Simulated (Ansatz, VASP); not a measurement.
## P2WS2 in two plane-wave programs

Wanted: the spread between two codes on one cell, functional and k mesh. The cell is generated by rule, not measured, and may not be a known phase. The cell is taken from a series of runs on this material, whose earlier steps may have relaxed, scaled, displaced or heated it; both programs get it as it stands.

Main program and level: Ansatz 0.2.0; plane waves, with VASP 6.6.1 beside it; single point at PBEsol.

The structure was built from a prototype and need not be the compound's stable phase.

## (1) The structure

Symmetry: P3m1, No. 156, trigonal system. The conventional cell has a = 3.162 Å, b = 3.162 Å, c = 9.929 Å, α = 90.00°, β = 90.00°, γ = 120.00°. W has 6 S at 2.40 Å nearest. Nearest to S lie 3 W at 2.40 Å. Nearest to P lie 3 P at 2.21 Å. Nearest to P lie 3 P at 2.21 Å. Farther neighbours and most contacts between anions are not listed.

## (2) VASP: single point, PBEsol

With cell and atoms fixed, the geometry can't cause a difference; cores, projectors, grids and the points listed under the comparison can.

Lines of VASP's logs that name or quote its potential files are left out, and so is its time.

The input, INCAR:

```
SYSTEM = P2WS2
PREC = Accurate
ENCUT = 600
EDIFF = 1E-06
NELM = 120
ISMEAR = -1
SIGMA = 0.02
LREAL = .FALSE.
ALGO = Normal
GGA = PS
NBANDS = 20
LASPH = .TRUE.
LORBIT = 11
LWAVE = .FALSE.
LCHARG = .FALSE.
ISIF = 2
GGA_COMPAT = .FALSE.
EFERMI = MIDGAP
KPAR = 2
```

The input, POSCAR:

```
P2WS2
1.0
    3.1616642657      0.0000000000      0.0000000000
   -1.5808321329      2.7380815724      0.0000000000
    0.0000000000      0.0000000000      9.9286972484
W S P
1 2 2
Direct
    0.3333333333      0.6666666667      0.2924719818
    0.6666666666      0.3333333334      0.4490393246
    0.6666666666      0.3333333334      0.1353833476
    0.3333333333      0.6666666667      0.8610356093
    1.0000000000      0.0000000000      0.7348305860
```

The input, KPOINTS:

```
Automatic mesh
0
Gamma
12 12 2
0 0 0
```

Potentials, in the order of the species: W, S and P (PBE family, release 64).

The run is started by

```
$ mpirun -np 2 vasp_std
```

Numbers of over 12 decimals in the logs are rounded to 6 here.

What it wrote:

```text
[banner, memory and clock lines left out]
running    2 mpi-ranks, on    1 nodes
 distrk:  each k-point on    1 cores,    2 groups
 distr:  one band on    1 cores,    1 groups

 POSCAR found type information on POSCAR W S P
 POSCAR found :  3 types and       5 ions
|                                                                             |
|               ----> ADVICE to this user running VASP <----                  |
|                                                                             |
|     You enforced a specific xc type in the INCAR file but a different       |
|     [... a line on the potential file left out ...]
|     I HOPE YOU KNOW WHAT YOU ARE DOING!                                     |
|                                                                             |

 LDA part: xc-table for (Slater+PW92), standard interpolation
 POSCAR, INCAR and KPOINTS ok, starting setup
 FFT: planning ... GRIDC
 FFT: planning ... GRID_SOFT
 FFT: planning ... GRID
 WAVECAR not read
 entering main loop
       N       E                     dE             d eps       ncg     rms          rms(c)
DAV:   1     0.137556040693E+03    0.13756E+03   -0.13641E+04  1520   0.138E+03
DAV:   2    -0.270611396402E+02   -0.16462E+03   -0.15787E+03  1976   0.257E+02
DAV:   3    -0.378313880448E+02   -0.10770E+02   -0.10592E+02  1980   0.628E+01
DAV:   4    -0.380620094390E+02   -0.23062E+00   -0.22908E+00  2216   0.100E+01
DAV:   5    -0.380650529786E+02   -0.30435E-02   -0.30340E-02  2040   0.105E+00    0.301E+01
DAV:   6    -0.368518500196E+02    0.12132E+01   -0.42191E+00  2304   0.113E+01    0.140E+01
DAV:   7    -0.366892384142E+02    0.16261E+00   -0.16253E+00  1964   0.760E+00    0.659E+00
DAV:   8    -0.366229333491E+02    0.66305E-01   -0.20939E-01  2004   0.318E+00    0.992E-01
DAV:   9    -0.366203772607E+02    0.25561E-02   -0.30377E-02  1924   0.998E-01    0.419E-01
DAV:  10    -0.366193301699E+02    0.10471E-02   -0.74985E-03  2024   0.525E-01    0.215E-01
DAV:  11    -0.366193094804E+02    0.20690E-04   -0.87335E-04  1996   0.186E-01    0.810E-02
DAV:  12    -0.366193071672E+02    0.23131E-05   -0.76985E-05  2136   0.642E-02    0.467E-02
DAV:  13    -0.366193082214E+02   -0.10541E-05   -0.18978E-05  2052   0.244E-02    0.869E-03
DAV:  14    -0.366193080377E+02    0.18365E-06   -0.70663E-07  1116   0.608E-03
   1 F= -.36619308E+02 E0= -.36619281E+02  d E =-.533265E-04
```

OUTCAR, selected parts (step 2):

```text
ion  position               nearest neighbor table
   1  0.333  0.667  0.292-   2 2.40   2 2.40   2 2.40   3 2.40   3 2.40   3 2.40
   2  0.667  0.333  0.449-   1 2.40   1 2.40   1 2.40
   3  0.667  0.333  0.135-   1 2.40   1 2.40   1 2.40
   4  0.333  0.667  0.861-   5 2.21   5 2.21   5 2.21
   5  0.000  0.000  0.735-   4 2.21   4 2.21   4 2.21

  LATTYP: Found a hexagonal cell.
 ALAT       =     3.1616642657
 C/A-ratio  =     3.1403388893

 Subroutine GETGRP returns: Found  6 space group operations
 (whereof  6 operations were pure point group operations)

The static configuration has the point symmetry C_3v.

 Found     38 irreducible k-points:

   k-points           NKPTS =     38   k-points in BZ     NKDIM =     38   number of bands    NBANDS=     20

   dimension x,y,z NGX =    28 NGY =   28 NGZ =   80
   dimension x,y,z NGXF=    56 NGYF=   56 NGZF=  160

   ENCUT  =  600.0 eV  44.10 Ry    6.64 a.u.   6.31  6.31 19.83*2*pi/ulx,y,z

   NELECT =      28.0000    total number of electrons

 k-points in reciprocal lattice and weights: Automatic mesh
   0.00000000  0.00000000  0.00000000       0.003
   0.08333333 -0.00000000  0.00000000       0.021
   0.16666667 -0.00000000  0.00000000       0.021
   0.25000000  0.00000000  0.00000000       0.021
   0.33333333 -0.00000000  0.00000000       0.021
   0.41666667 -0.00000000  0.00000000       0.021
   0.50000000  0.00000000  0.00000000       0.010
   0.08333333  0.08333333  0.00000000       0.021
   0.16666667  0.08333333  0.00000000       0.042
[...]
0.33333333  0.25000000  0.50000000       0.042
   0.33333333  0.33333333  0.50000000       0.007

 average (electrostatic) potential at core
       1 -39.0060       2 -85.1963       3 -85.2348       4 -81.9510       5 -81.9374

 E-fermi :   7.6377

 k-point     1 :       0.0000    0.0000    0.0000
  band No.  band energies     occupation
    ...
     10       4.6006      2.00000
     11       4.7613      2.00000
     12       6.2177      2.00000
     13       6.2177      2.00000
     14       7.5754      1.91492
     15       9.1600      0.00000
     16       9.1600      0.00000
     17       9.3065      0.00000
     18       9.3065      0.00000
     19      10.2706      0.00000
    ...

 k-point     2 :       0.0833   -0.0000    0.0000
  band No.  band energies     occupation
    ...
     10       4.8100      2.00000
     11       4.9612      2.00000
     12       5.3217      2.00000
     13       5.9186      2.00000
     14       7.2759      2.00000
     15       9.0617      0.00000
     16       9.2182      0.00000
     17       9.3140      0.00000
     18       9.3799      0.00000
     19       9.9586      0.00000
    ...

 k-point     3 :       0.1667   -0.0000    0.0000
  band No.  band energies     occupation
    ...
     10       3.9795      2.00000
     11       5.0066      2.00000
     12       5.0820      2.00000
     13       5.2963      2.00000
     14       6.5680      2.00000
     15       9.0023      0.00000
     16       9.0586      0.00000
     17       9.1484      0.00000
     18       9.4012      0.00000
     19       9.8576      0.00000
    ...

  Total        1.7222800      1.7222800      1.8152893     -0.0000000     -0.0000000     -0.0000000
  in kB       32.1040595     32.1040595     33.8377929     -0.0000000     -0.0000000     -0.0000000
  external PRESSURE =      32.6819706 kB  Pullay stress =       0.0000000 kB

  energy-cutoff  :      600.00
  volume of cell :       85.95
      direct lattice vectors                 reciprocal lattice vectors
     3.161664266  0.000000000  0.000000000     0.316289117  0.182609607  0.000000000
    -1.580832133  2.738081572  0.000000000     0.000000000  0.365219214  0.000000000
     0.000000000  0.000000000  9.928697248     0.000000000  0.000000000  0.100718148

 POSITION                                       TOTAL-FORCE (eV/Angst)
 -----------------------------------------------------------------------------------
     -0.00000      1.82539      2.90387         0.000000      0.000000      0.008662
      1.58083      0.91269      4.45838        -0.000000     -0.000000     -0.031156
      1.58083      0.91269      1.34418         0.000000      0.000000      0.027109
     -0.00000      1.82539      8.54896        -0.000000      0.000000     -0.074144
      0.00000      0.00000      7.29591         0.000000      0.000000      0.069529
 -----------------------------------------------------------------------------------
    total drift:                                0.000000     -0.000000     -0.000315

  FREE ENERGIE OF THE ION-ELECTRON SYSTEM (eV)
  ---------------------------------------------------
  free  energy   TOTEN  =       -36.6193080377 eV

  energy  without entropy=      -36.6192547112  energy(sigma->0) =      -36.61928137

 total charge
# of ion       s       p       d       tot
------------------------------------------
    1        0.566   0.718   4.315   5.600
    2        1.357   2.344   0.000   3.700
    3        1.358   2.338   0.000   3.696
    4        1.093   1.378   0.000   2.471
    5        1.094   1.381   0.000   2.474
--------------------------------------------------
tot          5.468   8.159   4.315  17.942

[... 3 further parts left out ...]
```

This run has no spin polarisation, so a moment on W, if there is one, isn't seen. The PAW data sets were made with PBE, which is usual practice but a small mismatch for other functionals. The data set W keeps the semicore shell frozen, which is cheaper and a little less accurate.

## (3) Ansatz: single point, PBEsol

Ansatz runs on its PAW soft_1 files.

The same cell, functional, mesh and smearing now go to Ansatz, which takes its cutoff from its data sets.

The input, input.yaml:

```yaml
crystal:
  lattice:
    - [3.1616642657, 0.0, 0.0]
    - [-1.5808321329, 2.7380815724, 0.0]
    - [0.0, 0.0, 9.9286972484]
  atoms:
    - { symbol: W, position: [0.3333333333, 0.6666666667, 0.2924719818] }
    - { symbol: S, position: [0.6666666667, 0.3333333333, 0.4490393246] }
    - { symbol: S, position: [0.6666666667, 0.3333333333, 0.1353833476] }
    - { symbol: P, position: [0.3333333333, 0.6666666667, 0.8610356093] }
    - { symbol: P, position: [0.0, 0.0, 0.734830586] }
kpoints:
  mp_grid: { grid: [12, 12, 2] }
  band_path:
    path:
      - [[0.0, 0.0, 0.0], [0.5, 0.0, 0.0], [0.33333333, 0.33333333, 0.0], [0.0, 0.0, 0.0], [0.0, 0.0, 0.5], [0.5, 0.0, 0.5], [0.33333333, 0.33333333, 0.5], [0.0, 0.0, 0.5]]
      - [[0.5, 0.0, 0.5], [0.5, 0.0, 0.0]]
      - [[0.33333333, 0.33333333, 0.5], [0.33333333, 0.33333333, 0.0]]
    npoints: 10
hamiltonian:
  xc: pbesol
  pseudopotentials: { kind: paw, azcp: { folder: soft_1 }, xc_functional: pbe }
scf:
  occupations: { method: fermi_dirac, width: 0.02 }
  n_extra_bands: 5
output:
  eigenvalues: true
  forces: true
  stress: true
  write_density: true
  write_potential: true
  elf: true
  volumetric_format: npy
```

The run is started by

```
$ ansatz run input.yaml --threads 3 --pin off --max-ram 92160MiB --backend cuda --events-out ev --progress --plain --runs-dir out --devices 1 --max-vram 13GiB
```

What it wrote:

```text
scf.n_extra_bands = 5 over 18 filled bands (N_el = 36.0): the run solves 23 bands
GPUs: using 1 of 1 available (devices: 1).
Engine: ansatz 0.2.0, x86_64-unknown-linux-gnu
Pseudopotentials: kind: paw
Pseudopotential: W, paw, valence charge 14, recommended cutoff 420 eV (normal), soft_1/W.paw.azcp
Pseudopotential: S, paw, valence charge 6, recommended cutoff 420 eV (normal), soft_1/S.paw.azcp
Pseudopotential: P, paw, valence charge 5, recommended cutoff 420 eV (normal), soft_1/P.paw.azcp
Functional definition: PBEsol
  exchange = pbesol_x
  correlation = pbesol_c
device memory: the entry about to start is reckoned to put 2.0 GiB on a device that reports 58.9 GiB free (of which the cap on the GPU budget leaves the run 13.0 GiB)
GPU FFT provider: cuFFT
GPU libraries: cuBLAS 13.8.2, cuFFT 12.4.0, cuSOLVER 12.3.4
Crystal: 5 atoms, lattice volume = 85.952 Å³
Basis set: ecut = 420 eV, 1677 PW (Γ), exchange–correlation on 48×48×144 points (8 copies of the dense FFT grid, shifted against one another)
Bands: 23, of which v1, the nominal top of the filled ones, is band 18 counted from 1 (17 counted from 0)
Symmetry: 6 space group operations
Space group: P3m1 (ITA 156), of the structure as read, at distance tolerance 4.4e-5 Å
k-points: 38 of 288 (time reversal used)
Non-local potential: W, projectors of the file, l = 0: 3, l = 1: 2, l = 2: 2, l = 3: 1
Non-local potential: S, projectors of the file, l = 0: 2, l = 1: 2, l = 2: 1
Non-local potential: P, projectors of the file, l = 0: 2, l = 1: 2, l = 2: 1
PAW form: soft (Blöchl's): semilocal exchange-correlation on the pseudo side does not see the compensation charge
PAW frozen core: W, regenerated for the run's functional, and the local potential with it (the file was generated under x = pbe(κ = 0.804, μ = 0.219515), c = pbe(β = 0.066725))
PAW frozen core: S, regenerated for the run's functional, and the local potential with it (the file was generated under x = pbe(κ = 0.804, μ = 0.219515), c = pbe(β = 0.066725))
PAW frozen core: P, regenerated for the run's functional, and the local potential with it (the file was generated under x = pbe(κ = 0.804, μ = 0.219515), c = pbe(β = 0.066725))
PAW one-centre angular grid: W, 590 points (default); XC on 64 Gauss nodes
PAW one-centre angular grid: S, 110 points (default); XC on 64 Gauss nodes
PAW one-centre angular grid: P, 110 points (default); XC on 64 Gauss nodes
Initial density: superposition of atomic densities (chi_scale 0.1, normalization cell), built separately for each of the 2 bonded fragments (scf.initial_density.interfragment_charge_transfer: auto; true builds it for the cell as a whole; a typed value also counts as a typed key of the start: scf.initial_density.chi_scale says what that changes, if anything)
Initial wavefunctions: pseudopotential atomic-orbital guess
GPU buffer pool allocated for 41472 grid points (all kernels)
GPU transforms: local potential and band sums: pruned to the plane-wave sphere, on 24×24×72
Functional: x = pbesol(κ = 0.804, μ = 0.123457), c = pbesol(β = 0.046)
SCF iter   1: F=—  HF=-13510.530100 eV  |F-HF|=—  |Δ(HF+E_count)|=         —  Δρ=4.02e-2  dr2=2.29e0  ethr=3.10e-3  ⟨swp⟩=8.2  Hψ=5403  notcnv=0
preconditioner: auto → none  [insulator: Δε(μ)=0.095 eV  Ē_g=8.752 eV  σ=0.020 eV  W_gap=0.70  n_scr=12 (ndim 8)  ℏωp=21.2 eV  f_vac=0.000  D(μ)=0.28/eV (n_scr^D=2)  ε∞_Penn≈6.9]
SCF iter   2: F=—  HF=-13509.973182 eV  |F-HF|=—  |Δ(HF+E_count)|=   5.57e-1  Δρ=1.75e-2  dr2=1.98e-1  ethr=3.10e-3  ⟨swp⟩=2.9  Hψ=1843  notcnv=0  defer=19
SCF iter   3: F=—  HF=-13509.928473 eV  |F-HF|=—  |Δ(HF+E_count)|=   4.47e-2  Δρ=7.78e-3  dr2=2.71e-2  ethr=5.50e-4  ⟨swp⟩=3.6  Hψ=1704  notcnv=0
SCF iter   4: F=—  HF=-13509.921754 eV  |F-HF|=—  |Δ(HF+E_count)|=   6.72e-3  Δρ=5.99e-4  dr2=2.61e-4  ethr=7.53e-5  ⟨swp⟩=2.7  Hψ=1514  notcnv=0
SCF iter   5: F=—  HF=-13509.921766 eV  |F-HF|=—  |Δ(HF+E_count)|=   1.27e-5  Δρ=1.80e-4  dr2=1.73e-4  ethr=7.25e-7  ⟨swp⟩=3.0  Hψ=1815  notcnv=0
SCF iter   6: F=—  HF=-13509.921731 eV  |F-HF|=—  |Δ(HF+E_count)|=   3.58e-5  Δρ=7.57e-5  dr2=1.36e-5  ethr=4.79e-7  ⟨swp⟩=2.0  Hψ=1111  notcnv=0
SCF iter   7: F=—  HF=-13509.921875 eV  |F-HF|=—  |Δ(HF+E_count)|=   1.45e-4  Δρ=2.02e-5  dr2=2.59e-7  ethr=3.78e-8  ⟨swp⟩=2.1  Hψ=1123  notcnv=0
SCF iter   8: F=-13509.921875 eV  HF=-13509.921875 eV  |F-HF|=5.04e-9  |Δ(HF+E_count)|=   7.26e-8  Δρ=4.05e-6  dr2=1.26e-8  ethr=2.78e-10  ⟨swp⟩=12.7  Hψ=7981  notcnv=0
SCF 1 converged in 8 iterations: F = -13509.921875 eV  dr2 = 1.26e-8
  greatest PAW one-centre occupation: 0.999 electrons in one spin orbital (limit 2), on the W atom at site 0 (counted from 0), in its partial waves of l = 0
device memory: the entry about to start is reckoned to put 2.5 GiB on a device that reports 55.6 GiB free (of which the cap on the GPU budget leaves the run 13.0 GiB)
NSCF: frozen V_eff on 93 k-points, pencils in batches of 32, up to order 104
SCF converged after 8 iterations
Free energy (F): -13509.921875 eV
Harris-Foulkes:  -13509.921875 eV  (|F-HF|=5.04e-9)
Internal energy: -13509.921779 eV  (E = F + TS)
E sigma→0 (E₀):  -13509.921827 eV
Entropy (-TS):   -0.000096 eV (-0.019 meV/atom)
Fermi energy:    11.372021 eV
--- Per-component energies (eV) ---
  E_band       = -173.348271
  E_kinetic    = 774.564730
  E_local      = -2538.337573  (includes V_loc(G=0)·N_el)
  E_nonlocal   = 112.960216
  E_hartree    = 1098.727536
  E_xc         = -588.122131
  E_vxc        = -520.929162  (∫ρ·V_xc dr)
  E_paw        = -10722.228047  (= ΣΔE_a)
  E_vpaw       = -199.059482  (= ΣTr[D̂ρ^β])
  E_aug_tail   = 0.000154  (compensation charges beyond the density's cutoff)
  E_ewald      = -1647.924612
  E_core_change = 0.437949  (= ΣΔE_core)
  E_smearing   = -0.000096  (= −TS)
  E_closure    = 0.000000  (closes the sum)
  Σ components = -13509.921875   (vs F -13509.921875, Δ=0.00e0)
--- Forces (eV/Å), atoms counted from 1 ---
  atom   1  W     -0.00000000     0.00000000     0.00873906
  atom   2  S      0.00000000     0.00000000    -0.00772990
  atom   3  S      0.00000000    -0.00000000     0.00242923
  atom   4  P     -0.00000000     0.00000000     0.00002506
  atom   5  P      0.00000000    -0.00000000    -0.00343250
  max |Σ_I F_I| component: 3.10e-5 eV/Å
--- Stress (GPa, compression-positive) ---
        3.483536      -0.000000       0.000000
       -0.000000       3.483536       0.000000
        0.000000       0.000000       3.640504
  P = ⅓ Tr σ = 3.5359 GPa (35.359 kbar)
--- Band table (eV; the first three rows and the last of 38) ---
  k-point 0: bands = [... 14 lower, 8.4896, 9.9129, 9.9129, 11.3264, 12.8739, 12.8739, 13.0260, 13.0260, ... 1 higher]
  k-point 1: bands = [... 14 lower, 9.9125, 9.9125, 10.1608, 10.9553, 12.8533, 12.8533, 13.0681, 13.0681, ... 1 higher]
  k-point 2: bands = [... 14 lower, 8.6772, 9.0212, 9.6151, 11.0229, 12.7762, 12.9385, 13.0370, 13.0961, ... 1 higher]
  k-point 37: bands = [... 14 lower, 7.4800, 7.7192, 7.8357, 10.0285, 11.4329, 11.8234, 12.6501, 14.4700, ... 1 higher]
```

## (4) Differences

Known differences besides the potentials themselves: the data sets hold 36 valence electrons in Ansatz (on its PAW soft_1 files) and 28 in VASP; the cutoff is 420 eV in Ansatz and 600 eV in VASP; Ansatz makes its cores anew for this functional, VASP keeps those of its PBE data sets. Total energies have different zeros and are not compared.

Both answers:

```csv
quantity,Ansatz,VASP,difference
pressure (GPa),3.54,3.27,+0.27
gap on the k mesh (eV),0.107,0.139,-0.032
```

Forces (eV/Å; atoms numbered as in POSCAR):

| atom | Ansatz x, y, z | VASP x, y, z |
| --- | --- | --- |
| W1 | 0.000, 0.000, 0.009 | 0.000, 0.000, 0.009 |
| S2 | 0.000, 0.000, -0.008 | 0.000, 0.000, -0.031 |
| S3 | 0.000, 0.000, 0.002 | 0.000, 0.000, 0.027 |
| P4 | 0.000, 0.000, 0.000 | 0.000, 0.000, -0.074 |
| P5 | 0.000, 0.000, -0.003 | 0.000, 0.000, 0.070 |

The forces differ by 28 meV/Å r.m.s., where the r.m.s. force is 0.003 eV/Å in Ansatz and 0.028 eV/Å in VASP: the atoms lie near their places of rest in Ansatz, so a percentage would say little (all taken over all components). A gap on the mesh is an upper bound, since the band edges may lie between its points; neither run holds spin-orbit coupling, which can move the band edges of a compound of W.

## (5) Other set-ups

Further runs change the set-up of one program: Ansatz's method, potentials or start, or VASP's data sets, cutoff or form of LDA. The table gives Ansatz less VASP for each quantity, since a change that brings one quantity closer may part another.

```
                                                         run  r.m.s. force difference (meV/Å)  pressure (GPa)  gap on the k mesh (eV)
                                                    as above                               28            0.27                  -0.032
VASP with the data sets W_sv, S and P and a cutoff of 500 eV                               27          0.0032                  -0.023
```

## (6) What came out

* r.m.s. force difference (single point, PBEsol): 28 meV/Å

In words: The r.m.s. force difference is 28 meV/Å (single point, PBEsol), beyond the 12 meV/Å picked in this series as the mark of a large difference. The data sets hold unlike numbers of valence electrons (36 in Ansatz and 28 in VASP), so part of the differences comes from the potentials. Single point, PBEsol, VASP with the data sets W_sv, S and P and a cutoff of 500 eV: the difference in pressure goes from 0.27 to 0.0032 GPa; the difference in gap on the k mesh goes from -0.032 to -0.023 eV. Such differences can come from data sets, numerical settings and the points named under the comparisons, not from the functional's error against experiment.

[Lines on the potential files, build, host, timing and source positions are cut from VASP's logs without a mark.]

[Logs are printed without paths, hosts, clocks, repeated set-up lines and the standing remarks that a program may print on its own settings, such as how far it seeks lower states.]

[Hosts, paths, dates, database ids (printed as entryN), source tags and the programs' standing remarks are cut or masked in the printed files.]
